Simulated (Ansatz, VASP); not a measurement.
# NiO: VASP beside Ansatz, part 2 of 3

Aim: how closely do two programs agree when they are given the same cell, functional and k mesh? The cell is taken from a series of runs on this material, whose earlier steps may have relaxed, scaled, displaced or heated it; both programs get it as it stands.

VASP 6.6.1 and Ansatz 0.2.0.

So far: Set-up; Ansatz: single point, LDA, DFT+U, pair 1.

### 3. VASP: single point, LDA, DFT+U, pair 1

Level of this step: LDA, DFT+U (Ni d 8.4 eV), spin-polarised from a ferromagnetic start; plane waves and PAW (Ni, O) (VASP).

The same cell, functional (in two slightly different forms), mesh and smearing now go to VASP, with its own data sets.

Lines of VASP's logs that name or quote its potential files are left out, and so is its time.

File INCAR:

```
SYSTEM = NiO
PREC = Accurate
ENCUT = 520
EDIFF = 1E-06
NELM = 200
ISMEAR = -1
SIGMA = 0.05
LREAL = .FALSE.
ALGO = Normal
GGA = PW92
NBANDS = 37
ISPIN = 2
MAGMOM = 1.73 1.73 1.73 0.19 0.19 0.19
LDAU = .TRUE.
LDAUTYPE = 2
LDAUL = 2 -1
LDAUU = 8.4 0
LDAUJ = 0 0
LDAUPRINT = 1
LASPH = .TRUE.
LMAXMIX = 4
LORBIT = 11
LWAVE = .FALSE.
LCHARG = .FALSE.
ISIF = 2
GGA_COMPAT = .FALSE.
KPAR = 2
```

File POSCAR:

```
NiO
1.0
    0.0000000000      2.0859016410      2.0859016410
    0.0000000000      2.0859016410     -2.0859016410
   -6.2577049230     -2.0859016410      0.0000000000
Ni O
3 3
Direct
    0.0000000000      0.0000000000      0.0000000000
    0.3333333333      0.3333333333      0.6666666667
    0.6666666667      0.6666666667      0.3333333333
    0.8333333333      0.8333333333      0.6666666667
    0.1666666667      0.1666666667      0.3333333333
    0.5000000000      0.5000000000      0.0000000000
```

File KPOINTS:

```
Automatic mesh
0
Gamma
8 8 8
0 0 0
```

PAW data sets: Ni and O (LDA family, release 64).

Started as:

```
mpirun -np 2 vasp_std
```

Numbers of over 12 decimals in the logs are rounded to 6 here.

The program printed:

```text
[banner, memory and clock lines left out]
running    2 mpi-ranks, on    1 nodes
 distrk:  each k-point on    1 cores,    2 groups
 distr:  one band on    1 cores,    1 groups

 POSCAR found type information on POSCAR NiO
 POSCAR found :  2 types and       6 ions
|                                                                             |
|               ----> ADVICE to this user running VASP <----                  |
|                                                                             |
|     You enforced a specific xc type in the INCAR file but a different       |
|     [... a line on the potential file left out ...]
|     I HOPE YOU KNOW WHAT YOU ARE DOING!                                     |
|                                                                             |

 LDA part: xc-table for (Slater(with rela. corr.)+PW92), standard interpolation
 POSCAR, INCAR and KPOINTS ok, starting setup
 FFT: planning ... GRIDC
 FFT: planning ... GRID_SOFT
 FFT: planning ... GRID
 WAVECAR not read
 entering main loop
       N       E                     dE             d eps       ncg     rms          rms(c)
DAV:   1     0.450443982284E+03    0.45044E+03   -0.22094E+04  8948   0.174E+03
DAV:   2     0.316348231184E+02   -0.41881E+03   -0.38098E+03  8817   0.398E+02
DAV:   3    -0.284906693372E+02   -0.60125E+02   -0.57265E+02  9589   0.159E+02
DAV:   4    -0.303867397041E+02   -0.18961E+01   -0.18844E+01  9621   0.301E+01
DAV:   5    -0.304126698616E+02   -0.25930E-01   -0.25923E-01 11027   0.326E+00    0.291E+01
DAV:   6    -0.319339524457E+02   -0.15213E+01   -0.51878E+01 11782   0.111E+02    0.355E+01
DAV:   7    -0.328313878446E+02   -0.89744E+00   -0.65030E+00  9420   0.259E+01    0.205E+01
DAV:   8    -0.336376215912E+02   -0.80623E+00   -0.11902E+00 11210   0.897E+00    0.138E+01
DAV:   9    -0.341352507208E+02   -0.49763E+00   -0.41384E-01 10260   0.137E+01    0.186E+00
DAV:  10    -0.341768058779E+02   -0.41555E-01   -0.22497E-01 11251   0.392E+00    0.137E+00
DAV:  11    -0.341772875629E+02   -0.48168E-03   -0.31154E-02  9534   0.237E+00    0.514E-01
DAV:  12    -0.341818042387E+02   -0.45167E-02   -0.71231E-03 12163   0.129E+00    0.268E-01
DAV:  13    -0.341827920565E+02   -0.98782E-03   -0.23232E-03 11958   0.487E-01    0.115E-01
DAV:  14    -0.341828438096E+02   -0.51753E-04   -0.46540E-04 10720   0.158E-01    0.425E-02
DAV:  15    -0.341828436219E+02    0.18768E-06   -0.23336E-05 10566   0.368E-02    0.103E-02
DAV:  16    -0.341828445423E+02   -0.92032E-06   -0.16932E-06  7163   0.186E-02
   1 F= -.34182845E+02 E0= -.34182845E+02  d E =-.132841E-10  mag=     6.0000
```

From OUTCAR (step 3):

```text
ion  position               nearest neighbor table
   1  0.000  0.000  0.000-   4 2.09   5 2.09   6 2.09   6 2.09   6 2.09   6 2.09   2 2.95   3 2.95
                             3 2.95   2 2.95   3 2.95   2 2.95   2 2.95   3 2.95
   2  0.333  0.333  0.667-   6 2.09   4 2.09   4 2.09   4 2.09   4 2.09   5 2.09   1 2.95   1 2.95
                             1 2.95   3 2.95   1 2.95   3 2.95   3 2.95   3 2.95
   3  0.667  0.667  0.333-   6 2.09   5 2.09   5 2.09   5 2.09   5 2.09   4 2.09   1 2.95   1 2.95
                             1 2.95   1 2.95   2 2.95   2 2.95   2 2.95   2 2.95
   4  0.833  0.833  0.667-   1 2.09   2 2.09   2 2.09   2 2.09   2 2.09   3 2.09
   5  0.167  0.167  0.333-   1 2.09   3 2.09   3 2.09   3 2.09   3 2.09   2 2.09
   6  0.500  0.500  0.000-   2 2.09   3 2.09   1 2.09   1 2.09   1 2.09   1 2.09

  LATTYP: Found a body centered tetragonal cell.
 ALAT       =     2.9499103905
 C/A-ratio  =     4.2426406871

 Subroutine GETGRP returns: Found 16 space group operations
 (whereof 16 operations were pure point group operations)

The static configuration has the point symmetry D_4h.

 Found     59 irreducible k-points:

   k-points           NKPTS =     59   k-points in BZ     NKDIM =     59   number of bands    NBANDS=     37

   dimension x,y,z NGX =    24 NGY =   24 NGZ =   50
   dimension x,y,z NGXF=    48 NGYF=   48 NGZF=  100

   ENCUT  =  520.0 eV  38.22 Ry    6.18 a.u.   5.48  5.48 12.26*2*pi/ulx,y,z

   NELECT =      48.0000    total number of electrons

 k-points in reciprocal lattice and weights: Automatic mesh
   0.00000000  0.00000000  0.00000000       0.002
   0.12500000  0.00000000  0.00000000       0.016
   0.25000000  0.00000000  0.00000000       0.016
   0.37500000  0.00000000  0.00000000       0.016
   0.50000000  0.00000000  0.00000000       0.008
   0.12500000  0.12500000  0.00000000       0.016
   0.25000000  0.12500000 -0.00000000       0.031
   0.37500000  0.12500000  0.00000000       0.031
   0.50000000  0.12500000  0.00000000       0.031
[...]
0.12500000  0.12500000  0.37500000       0.008
   0.00000000  0.00000000  0.50000000       0.002

atom =   1  type =  1  l = 2

 onsite density matrix

spin component  1

  0.9904  0.0000 -0.0000 -0.0000 -0.0000
  0.0000  0.9904  0.0000 -0.0000  0.0000
 -0.0000  0.0000  1.0547 -0.0000 -0.0000
 -0.0000 -0.0000 -0.0000  0.9904  0.0000
 -0.0000  0.0000 -0.0000  0.0000  1.0547

spin component  2

  0.9898  0.0000 -0.0000 -0.0000  0.0000
  0.0000  0.9898 -0.0000 -0.0000 -0.0000
 -0.0000 -0.0000  0.1335  0.0000 -0.0000
 -0.0000 -0.0000  0.0000  0.9898 -0.0000
[...]
o =  0.1335  v =  0.0000  0.0000  0.0000  0.0000  0.0000  0.0000 -0.0000 -0.5000 -0.0000  0.8660      0.0000  0.0000  0.0000  0.0000  0.0000  0.0000  0.0000  0.0000  0.0000  0.0000
  o =  0.9898  v =  0.0000  0.0000  0.0000  0.0000  0.0000  0.0000 -1.0000 -0.0000 -0.0000 -0.0000      0.0000  0.0000  0.0000  0.0000  0.0000  0.0000  0.0000  0.0000  0.0000  0.0000
  o =  0.9898  v =  0.0000  0.0000  0.0000  0.0000  0.0000  0.0000  0.0000 -0.0000 -1.0000  0.0000      0.0000  0.0000  0.0000  0.0000  0.0000  0.0000  0.0000  0.0000  0.0000  0.0000
  o =  0.9898  v =  0.0000  0.0000  0.0000  0.0000  0.0000  1.0000  0.0000  0.0000  0.0000  0.0000      0.0000  0.0000  0.0000  0.0000  0.0000  0.0000  0.0000  0.0000  0.0000  0.0000
  o =  0.9904  v =  1.0000  0.0000  0.0000  0.0000  0.0000  0.0000  0.0000  0.0000  0.0000  0.0000      0.0000  0.0000  0.0000  0.0000  0.0000  0.0000  0.0000  0.0000  0.0000  0.0000
  o =  0.9904  v =  0.0000 -0.0000 -0.0000 -1.0000 -0.0000  0.0000  0.0000  0.0000  0.0000  0.0000      0.0000  0.0000  0.0000  0.0000  0.0000  0.0000  0.0000  0.0000  0.0000  0.0000
  o =  0.9904  v =  0.0000  1.0000  0.0000 -0.0000  0.0000  0.0000  0.0000  0.0000  0.0000  0.0000      0.0000  0.0000  0.0000  0.0000  0.0000  0.0000  0.0000  0.0000  0.0000  0.0000
  o =  1.0547  v =  0.0000  0.0000 -0.8660  0.0000 -0.5000  0.0000  0.0000  0.0000  0.0000  0.0000      0.0000  0.0000  0.0000  0.0000  0.0000  0.0000  0.0000  0.0000  0.0000  0.0000
  o =  1.0547  v =  0.0000 -0.0000 -0.5000 -0.0000  0.8660  0.0000  0.0000  0.0000  0.0000  0.0000      0.0000  0.0000  0.0000  0.0000  0.0000  0.0000  0.0000  0.0000  0.0000  0.0000

 average (electrostatic) potential at core
       1 -84.5924       2 -84.5924       3 -84.5924       4 -68.6545       5 -68.6545
       6 -68.6545

 E-fermi :   7.3034

 spin component 1
 k-point     1 :       0.0000    0.0000    0.0000
  band No.  band energies     occupation
    ...
     23       4.2648      1.00000
     24       4.2648      1.00000
     25       5.0975      1.00000
     26       5.0975      1.00000
     27       5.0975      1.00000
     28       9.3018      0.00000
     29      13.7254      0.00000
     30      13.7255      0.00000
     31      17.8083      0.00000
     32      17.8083      0.00000
    ...

 k-point     2 :       0.1250    0.0000    0.0000
  band No.  band energies     occupation
    ...
     23       4.4791      1.00000
     24       4.6207      1.00000
     25       4.6308      1.00000
     26       5.0992      1.00000
     27       5.2953      1.00000
     28      10.0887      0.00000
     29      13.9032      0.00000
     30      14.1445      0.00000
     31      17.5311      0.00000
     32      17.8259      0.00000
    ...

 k-point     3 :       0.2500    0.0000    0.0000
  band No.  band energies     occupation
    ...
     23       5.0220      1.00000
     24       5.0733      1.00000
     25       5.2857      1.00000
     26       5.3080      1.00000
     27       5.7217      1.00000
     28      11.5921      0.00000
     29      13.9933      0.00000
     30      14.9125      0.00000
     31      16.9391      0.00000
     32      17.4849      0.00000
    ...

 k-point     4 :       0.3750    0.0000    0.0000
  band No.  band energies     occupation
    ...
     23       4.9591      1.00000
     24       5.6598      1.00000
     25       5.9037      1.00000
     26       5.9241      1.00000
     27       6.0555      1.00000
     28      13.0689      0.00000
     29      13.5021      0.00000
     30      15.0381      0.00000
     31      16.8854      0.00000
     32      17.4602      0.00000
    ...

 k-point     5 :       0.5000    0.0000    0.0000
  band No.  band energies     occupation
    ...
     23       4.7373      1.00000
     24       6.0538      1.00000
     25       6.0538      1.00000
     26       6.1710      1.00000
     27       6.1711      1.00000
     28      13.1668      0.00000
     29      14.2601      0.00000
     30      14.2601      0.00000
     31      17.4694      0.00000
     32      17.4694      0.00000
    ...

 k-point     6 :       0.1250    0.1250    0.0000
  band No.  band energies     occupation
    ...
     23       4.3186      1.00000
     24       4.6157      1.00000
     25       5.0007      1.00000
     26       5.2239      1.00000
     27       5.3168      1.00000
     28      10.7960      0.00000
     29      13.9881      0.00000
     30      14.5987      0.00000
     31      17.5234      0.00000
     32      17.9677      0.00000
    ...

  Total       -6.6430018     -6.6422310     -6.6422310      0.0000000      0.0000000      0.0000000
  in kB     -195.4529464   -195.4302692   -195.4302692      0.0000000      0.0000000      0.0000000
  external PRESSURE =    -195.4378283 kB  Pullay stress =       0.0000000 kB

  energy-cutoff  :      520.00
  volume of cell :       54.45
      direct lattice vectors                 reciprocal lattice vectors
     0.000000000  2.085901641  2.085901641    -0.079901498  0.239704495  0.239704495
     0.000000000  2.085901641 -2.085901641    -0.079901498  0.239704495 -0.239704495
    -6.257704923 -2.085901641  0.000000000    -0.159802997  0.000000000  0.000000000

 POSITION                                       TOTAL-FORCE (eV/Angst)
 -----------------------------------------------------------------------------------
      0.00000      0.00000      0.00000         0.000000      0.000000      0.000000
     -4.17180     -0.00000      0.00000         0.000000     -0.000000     -0.000000
     -2.08590      2.08590      0.00000         0.000000      0.000000      0.000000
     -4.17180      2.08590      0.00000         0.000000     -0.000000      0.000000
     -2.08590      0.00000      0.00000        -0.000000     -0.000000      0.000000
      0.00000      2.08590      0.00000         0.000000     -0.000000     -0.000000
 -----------------------------------------------------------------------------------
    total drift:                                0.000000      0.000000      0.000000

  FREE ENERGIE OF THE ION-ELECTRON SYSTEM (eV)
  ---------------------------------------------------
  free  energy   TOTEN  =       -34.1828445423 eV

  energy  without entropy=      -34.1828445422  energy(sigma->0) =      -34.18284454

 total charge
# of ion       s       p       d       tot
------------------------------------------
    1        0.351   0.438   8.285   9.074
    2        0.351   0.438   8.285   9.074
    3        0.351   0.438   8.285   9.074
    4        1.532   3.462   0.000   4.994
    5        1.532   3.462   0.000   4.994
    6        1.532   3.462   0.000   4.994
--------------------------------------------------
tot          5.651  11.700  24.855  42.206

 magnetization (x)
# of ion       s       p       d       tot
------------------------------------------
    1        0.010   0.013   1.839   1.862
    2        0.010   0.013   1.839   1.862
    3        0.010   0.013   1.839   1.862
    4        0.014   0.134   0.000   0.148
    5        0.014   0.134   0.000   0.148
    6        0.014   0.134   0.000   0.148
--------------------------------------------------
tot          0.071   0.440   5.518   6.029

[... 6 further parts left out ...]
```

The magnetic state follows from one typed start and may not be the lowest.

### 4. Differences

Known differences besides the potentials themselves: VASP starts from the moments at which Ansatz ended; U acts on the PAW sphere in VASP and on atomic orbitals in Ansatz, so only states and trends compare; the data sets hold 72 valence electrons in Ansatz (on its default PAW (the set named soft_2) files) and 48 in VASP; the cutoff is 420 eV in Ansatz and 520 eV in VASP; VASP's log shows a relativistic correction to its local exchange, Ansatz's none; site moments are counted in spheres of each program's own size. Total energies have different zeros and are not compared.

Compared:

| quantity | Ansatz | VASP | difference |
| --- | --- | --- | --- |
| gap on the k mesh (eV) | 2.347 | 3.011 | -0.664 |
| total moment (μB) | 6.00 | 6.00 | 0.00 |
| moment on Ni1 (μB) | 1.73 | 1.86 | -0.13 |
| moment on Ni2 (μB) | 1.73 | 1.86 | -0.13 |
| moment on Ni3 (μB) | 1.73 | 1.86 | -0.13 |
| moment on O4 (μB) | 0.19 | 0.15 | +0.04 |
| moment on O5 (μB) | 0.19 | 0.15 | +0.04 |
| moment on O6 (μB) | 0.19 | 0.15 | +0.04 |

A gap on the mesh is an upper bound, since the band edges may lie between its points.

### 5. Other set-ups

Further runs change the set-up of one program: Ansatz's method, potentials or start, or VASP's data sets, cutoff or form of LDA. The table gives Ansatz less VASP for each quantity, since a change that brings one quantity closer may part another.

| run | gap on the k mesh (eV) | total moment (μB) |
| --- | --- | --- |
| as above | -0.66 | 0 |
| VASP with the data sets Ni_sv_GW and O | -0.20 | 0 |

### 6. Ansatz: single point, LDA, DFT+U, pair 2

A single point takes one fixed geometry, so differences don't come from the geometry; what else differs is listed under the comparison.

The cell is taken from a series of runs on this material, whose earlier steps may have relaxed, scaled, displaced or heated it; both programs get it as it stands.

File input.yaml:

```yaml
crystal:
  lattice:
    - [0.0, 2.085901641, 2.085901641]
    - [0.0, 2.085901641, -2.085901641]
    - [-6.257704923, -2.085901641, 0.0]
  atoms:
    - { symbol: Ni, position: [0.0, 0.0, 0.0], spin: 2.0 }
    - { symbol: Ni, position: [0.333333333, 0.333333333, 0.666666667], spin: 2.0 }
    - { symbol: Ni, position: [0.666666667, 0.666666667, 0.333333333], spin: -2.0 }
    - { symbol: O, position: [0.833333333, 0.833333333, 0.666666667] }
    - { symbol: O, position: [0.166666667, 0.166666667, 0.333333333] }
    - { symbol: O, position: [0.5, 0.5, 0.0] }
magnetization:
  spin_polarized: true
kpoints:
  mp_grid: { grid: [8, 8, 8] }
hamiltonian:
  xc: lda
  hubbard:
    sites:
      - { species: Ni, l: d, u_eff: 8.4 }
      - { site: 0, l: d, u_eff: 8.4, starting_ns: [{ spin: up, occupation_matrix: ni1_major }, { spin: down, occupation_matrix: ni1_minor }] }
      - { site: 1, l: d, u_eff: 8.4, starting_ns: [{ spin: up, occupation_matrix: ni1_major }, { spin: down, occupation_matrix: ni1_minor }] }
      - { site: 2, l: d, u_eff: 8.4, starting_ns: [{ spin: up, occupation_matrix: ni1_minor }, { spin: down, occupation_matrix: ni1_major }] }
    projectors: ortho-atomic
    occupation_matrices:
      ni1_major:
        matrix:
          - [0.998, 0.0, 0.0, 0.0, 0.0]
          - [0.0, 0.999, 0.0, 0.0, 0.0]
          - [0.0, 0.0, 0.999, 0.0, 0.0]
          - [0.0, 0.0, 0.0, 0.998, 0.0]
          - [0.0, 0.0, 0.0, 0.0, 0.999]
      ni1_minor:
        matrix:
          - [0.138, 0.0, 0.0, 0.0, 0.0]
          - [0.0, 0.997, 0.0, 0.0, 0.0]
          - [0.0, 0.0, 0.997, 0.0, 0.0]
          - [0.0, 0.0, 0.0, 0.138, 0.0]
          - [0.0, 0.0, 0.0, 0.0, 0.997]
scf:
  occupations: { method: fermi_dirac, width: 0.05 }
output:
  eigenvalues: true
```

Started as:

```
ansatz run input.yaml --threads 4 --pin off --max-ram 8192MiB --backend cpu --events-out ev --progress --plain --runs-dir out
```

The program printed:

```text
[...]
Crystal: 6 atoms, lattice volume = 54.454 Å³
Basis set: ecut = 420 eV, 1049 PW (Γ)
Bands: 47, of which v1, the nominal top of the filled ones, is band 36 counted from 1 (35 counted from 0)
Symmetry: 16 space group operations
[...]
k-points: 59 of 512
[...]
Starting moments: Σ|m| = 6 μB on 3 of 6 sites
[...]
k-point 1 ↑: bands = [... 32 lower, 11.2574, 11.2574, 11.6734, 11.8007, 11.8007, 15.9931, 16.0119, 16.2293, ... 7 higher]
  k-point 2 ↑: bands = [... 32 lower, 11.4237, 11.4449, 11.4449, 11.7933, 11.7933, 15.9931, 16.1570, 16.6247, ... 7 higher]
  k-point 58 ↓: bands = [... 32 lower, 10.4645, 10.4645, 10.8325, 16.3311, 16.4340, 16.5218, 16.7123, 20.4879, ... 7 higher]
Occupation matrices written to <dir>
[key lines of the parts left out:]
SCF converged after 13 iterations
Magnetization: 2.0000 μB (37.0000 up, 35.0000 down)
Free energy (F): -18976.189747 eV
Fermi energy:    14.629786 eV
```

### 7. VASP: single point, LDA, DFT+U, pair 2

The same cell, functional (in two slightly different forms), mesh and smearing now go to VASP, with its own data sets.

Edit INCAR of step 3 so:

```diff
@@ -10,5 +10,5 @@
 GGA = PW92
-NBANDS = 37
+NBANDS = 35
 ISPIN = 2
-MAGMOM = 1.73 1.73 1.73 0.19 0.19 0.19
+MAGMOM = 1.72 1.72 -1.72 0.12 -0.06 0.12
 LDAU = .TRUE.
```

POSCAR is that of step 3.

KPOINTS is that of step 3.

Started as:

```
mpirun -np 2 vasp_std
```

The program printed:

```text
[banner, memory and clock lines left out]
running    2 mpi-ranks, on    1 nodes
[...]
[... a notice as in an earlier step ...]

 LDA part: xc-table for (Slater(with rela. corr.)+PW92), standard interpolation
 POSCAR, INCAR and KPOINTS ok, starting setup
[...]
entering main loop
       N       E                     dE             d eps       ncg     rms          rms(c)
DAV:   1     0.449798601642E+03    0.44980E+03   -0.22144E+04  8388   0.184E+03
DAV:   2     0.323741977477E+02   -0.41742E+03   -0.38075E+03  8390   0.412E+02
DAV:   3    -0.283210152269E+02   -0.60695E+02   -0.57705E+02  9116   0.170E+02
DAV:   4    -0.303151070617E+02   -0.19941E+01   -0.19791E+01  9640   0.325E+01
[...]
DAV:  15    -0.342119332686E+02    0.15212E-04   -0.93094E-05  9376   0.799E-02    0.262E-02
DAV:  16    -0.342119318333E+02    0.14353E-05   -0.14628E-05  9520   0.345E-02    0.923E-03
DAV:  17    -0.342119319999E+02   -0.16663E-06   -0.21516E-06  6871   0.163E-02
   1 F= -.34211932E+02 E0= -.34211932E+02  d E =-.102796E-10  mag=     2.0000
```

OUTCAR, selected parts (step 7):

```text
  Total       -6.8310282     -6.6859303     -6.6859303      0.0000000      0.0000000      0.0000000
  in kB     -200.9851340   -196.7160075   -196.7160075      0.0000000      0.0000000      0.0000000
  external PRESSURE =    -198.1390496 kB  Pullay stress =       0.0000000 kB

 POSITION                                       TOTAL-FORCE (eV/Angst)
 -----------------------------------------------------------------------------------
      0.00000      0.00000      0.00000         0.009607     -0.000000     -0.000000
     -4.17180     -0.00000      0.00000        -0.009607      0.000000     -0.000000
     -2.08590      2.08590      0.00000         0.000000      0.000000     -0.000000
     -4.17180      2.08590      0.00000        -0.042377      0.000000     -0.000000
     -2.08590      0.00000      0.00000         0.000000     -0.000000      0.000000
      0.00000      2.08590      0.00000         0.042377     -0.000000     -0.000000
 -----------------------------------------------------------------------------------
    total drift:                               -0.000001      0.000000      0.000000

  FREE ENERGIE OF THE ION-ELECTRON SYSTEM (eV)
  ---------------------------------------------------
  free  energy   TOTEN  =       -34.2119319999 eV

  energy  without entropy=      -34.2119319999  energy(sigma->0) =      -34.21193200

 magnetization (x)
# of ion       s       p       d       tot
------------------------------------------
    1        0.009   0.011   1.836   1.856
    2        0.009   0.011   1.836   1.856
    3       -0.009  -0.010  -1.832  -1.850
    4        0.009   0.087   0.000   0.096
    5       -0.004  -0.039   0.000  -0.044
    6        0.009   0.087   0.000   0.096
--------------------------------------------------
tot          0.024   0.147   1.839   2.010

[... 1 part as in an earlier step ...]

[... 2 further parts left out ...]
[key lines of the parts left out:]
E-fermi :   7.3274
```

The run ends at a pressure of -19.81 GPa, with forces up to 0.042 eV/Å.

(Part 2 of 3 ends here.)

[Lines on the potential files, build, host, timing and source positions are cut from VASP's logs without a mark.]

[Logs are printed without paths, hosts, clocks, repeated set-up lines and the standing remarks that a program may print on its own settings, such as how far it seeks lower states.]

[Hosts, paths, dates, database ids (printed as entryN), source tags and the programs' standing remarks are cut or masked in the printed files.]
